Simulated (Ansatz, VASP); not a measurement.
# BN in two plane-wave programs, part 2 of 2

One calculation is typed for both programs; each brings its own data sets. How far apart do they land? The cell is taken from a series of runs on this material, whose earlier steps may have relaxed, scaled, displaced or heated it; both programs get it as it stands.

VASP 6.6.1 and Ansatz 0.2.0.

So far. Step 3 (VASP: single point, LDA, pair 1): The run ends at a pressure of 29.13 GPa. Step 5 (Ansatz: single point, LDA, pair 2): The run ends at a pressure of 38.94 GPa.

### Step 6. VASP: single point, LDA, pair 2 (continued)

Level of this step: LDA; plane waves and PAW (B, N) (VASP).

Numbers of over 12 decimals in the logs are rounded to 6 here.

Parts of OUTCAR (step 6):

```text
  Total        2.6608869      2.6608869      2.6608869      0.0000000     -0.0000000      0.0000000
  in kB      404.0307792    404.0307792    404.0307792      0.0000000     -0.0000000      0.0000000
  external PRESSURE =     404.0307792 kB  Pullay stress =       0.0000000 kB

 POSITION                                       TOTAL-FORCE (eV/Angst)
 -----------------------------------------------------------------------------------
      0.00000      0.00000      0.00000         0.000000      0.000000      0.000000
      0.87043      0.87043      0.87043        -0.000000     -0.000000     -0.000000
 -----------------------------------------------------------------------------------
    total drift:                               -0.000000     -0.000000     -0.000000

  FREE ENERGIE OF THE ION-ELECTRON SYSTEM (eV)
  ---------------------------------------------------
  free  energy   TOTEN  =       -19.3020180795 eV

  energy  without entropy=      -19.3020180795  energy(sigma->0) =      -19.30201808

[... 1 part as in an earlier step ...]

[... 2 further parts left out ...]
[key lines of the parts left out:]
E-fermi :  11.0998
```

The run ends at a pressure of 40.40 GPa.

### Step 7. Comparison

The two programs side by side:

| quantity | Ansatz | VASP | difference |
| --- | --- | --- | --- |
| pressure (GPa) | 38.94 | 40.40 | -1.46 |
| gap on the k mesh (eV) | 4.484 | 4.470 | +0.014 |

A gap on the mesh is an upper bound, since the band edges may lie between its points.

### Step 8. Ansatz: single point, LDA, pair 3

With cell and atoms fixed, the geometry can't cause a difference; cores, projectors, grids and the points listed under the comparison can. The cell compared in this pair holds 10.32 Å³, against 10.55 Å³ for the pair before.

The cell is taken from a series of runs on this material, whose earlier steps may have relaxed, scaled, displaced or heated it; both programs get it as it stands.

The input, input.yaml:

```yaml
crystal:
  lattice:
    - [0.0, 1.7281538898, 1.7281538898]
    - [1.7281538898, 0.0, 1.7281538898]
    - [1.7281538898, 1.7281538898, 0.0]
  atoms:
    - { symbol: B, position: [0.0, 0.0, 0.0] }
    - { symbol: "N", position: [0.25, 0.25, 0.25] }
kpoints:
  mp_grid: { grid: [12, 12, 12] }
hamiltonian:
  xc: lda
  pseudopotentials: { kind: paw, azcp: { folder: soft_1 }, xc_functional: pbe }
scf:
  occupations: { method: fixed }
output:
  forces: true
  stress: true
  eigenvalues: true
```

Command:

```sh
ansatz run input.yaml --threads 4 --pin off --max-ram 10240MiB --backend cpu --events-out ev --progress --plain --runs-dir out
```

The program printed:

```text
[...]
Crystal: 2 atoms, lattice volume = 10.322 Å³
Basis set: ecut = 420 eV, 181 PW (Γ)
Bands: 8, of which v1, the nominal top of the filled ones, is band 4 counted from 1 (3 counted from 0)
Symmetry: 24 space group operations
[...]
k-points: 72 of 1728 (time reversal used)
[...]
Free energy (F): -526.302212 eV
[...]
Internal energy: -526.302212 eV  (E = F + TS)
E sigma→0 (E₀):  -526.302212 eV
Fermi energy:    13.198678 eV
[...]
--- Stress (GPa, compression-positive) ---
       51.203278       0.000000      -0.000000
        0.000000      51.203278       0.000000
       -0.000000       0.000000      51.203278
  P = ⅓ Tr σ = 51.2033 GPa (512.033 kbar)
--- Band table (eV; the first three rows and the last of 72) ---
[...]
[key lines of the parts left out:]
SCF converged after 7 iterations
```

The run ends at a pressure of 51.20 GPa.

### Step 9. VASP: single point, LDA, pair 3

The same cell, functional (in two slightly different forms) and mesh now go to VASP, with its own data sets.

The input, INCAR:

```
SYSTEM = BN
PREC = Accurate
ENCUT = 600
EDIFF = 1E-06
NELM = 120
ISMEAR = 0
SIGMA = 0.01
LREAL = .FALSE.
ALGO = Normal
GGA = CA
NBANDS = 10
LORBIT = 11
LWAVE = .FALSE.
LCHARG = .FALSE.
ISIF = 2
LASPH = .TRUE.
GGA_COMPAT = .FALSE.
EFERMI = MIDGAP
```

The input, POSCAR:

```
BN
1.0
    0.0000000000      1.7281538898      1.7281538898
    1.7281538898      0.0000000000      1.7281538898
    1.7281538898      1.7281538898      0.0000000000
B N
1 1
Direct
    0.0000000000      0.0000000000      0.0000000000
    0.2500000000      0.2500000000      0.2500000000
```

The input, KPOINTS:

```
Automatic mesh
0
Gamma
12 12 12
0 0 0
```

PAW data sets: B and N (LDA family, release 64).

Command:

```sh
mpirun -np 1 vasp_std
```

The program printed:

```text
[... set-up lines as in an earlier step ...]
 entering main loop
       N       E                     dE             d eps       ncg     rms          rms(c)
DAV:   1     0.111890082763E+02    0.11189E+02   -0.55233E+03  1472   0.887E+02
DAV:   2    -0.201505576217E+02   -0.31340E+02   -0.30274E+02  1706   0.174E+02
DAV:   3    -0.206444514341E+02   -0.49389E+00   -0.49294E+00  1688   0.188E+01
DAV:   4    -0.206449565150E+02   -0.50508E-03   -0.50507E-03  1578   0.734E-01
[...]
DAV:   9    -0.192347797182E+02    0.14052E-03   -0.77184E-04  1554   0.286E-01    0.881E-02
DAV:  10    -0.192347656666E+02    0.14052E-04   -0.34179E-05  1618   0.609E-02    0.143E-02
DAV:  11    -0.192347660498E+02   -0.38320E-06   -0.12057E-06  1068   0.854E-03
   1 F= -.19234766E+02 E0= -.19234766E+02  d E =0.000000E+00
```

OUTCAR, selected parts (step 9):

```text
  Total        3.4005823      3.4005823      3.4005823      0.0000000     -0.0000000      0.0000000
  in kB      527.8209715    527.8209715    527.8209715      0.0000000     -0.0000000      0.0000000
  external PRESSURE =     527.8209715 kB  Pullay stress =       0.0000000 kB

 POSITION                                       TOTAL-FORCE (eV/Angst)
 -----------------------------------------------------------------------------------
      0.00000      0.00000      0.00000         0.000000      0.000000     -0.000000
      0.86408      0.86408      0.86408        -0.000000     -0.000000      0.000000
 -----------------------------------------------------------------------------------
    total drift:                               -0.000000     -0.000000      0.000000

  FREE ENERGIE OF THE ION-ELECTRON SYSTEM (eV)
  ---------------------------------------------------
  free  energy   TOTEN  =       -19.2347660498 eV

  energy  without entropy=      -19.2347660498  energy(sigma->0) =      -19.23476605

[... 1 part as in an earlier step ...]

[... 2 further parts left out ...]
[key lines of the parts left out:]
E-fermi :  11.4153
```

The run ends at a pressure of 52.78 GPa.

### Step 10. Side by side

The two programs side by side:

| quantity | Ansatz | VASP | difference |
| --- | --- | --- | --- |
| pressure (GPa) | 51.20 | 52.78 | -1.58 |
| gap on the k mesh (eV) | 4.509 | 4.493 | +0.016 |

A gap on the mesh is an upper bound, since the band edges may lie between its points.

### Step 11. Outcome

| Item | Value |
| --- | --- |
| difference in gap on the k mesh (single point, LDA, pair 1) | 0.013 eV |
| difference in pressure (single point, LDA, pair 1) | -1.3 GPa |
| difference in gap on the k mesh (single point, LDA, pair 2) | 0.014 eV |
| difference in pressure (single point, LDA, pair 2) | -1.5 GPa |
| difference in gap on the k mesh (single point, LDA, pair 3) | 0.016 eV |
| difference in pressure (single point, LDA, pair 3) | -1.6 GPa |

What this shows: The difference in pressure is -1.6 GPa (single point, LDA, pair 3), beyond the 1 GPa picked in this series as the mark of a large difference. 5 further runs of this series are not shown here. Such differences can come from data sets, numerical settings and the points named under the comparisons, not from the functional's error against experiment.

[Lines on the potential files, build, host, timing and source positions are cut from VASP's logs without a mark.]

[Logs are printed without paths, hosts, clocks, repeated set-up lines and the standing remarks that a program may print on its own settings, such as how far it seeks lower states.]

[Hosts, paths, dates, database ids (printed as entryN), source tags and the programs' standing remarks are cut or masked in the printed files.]
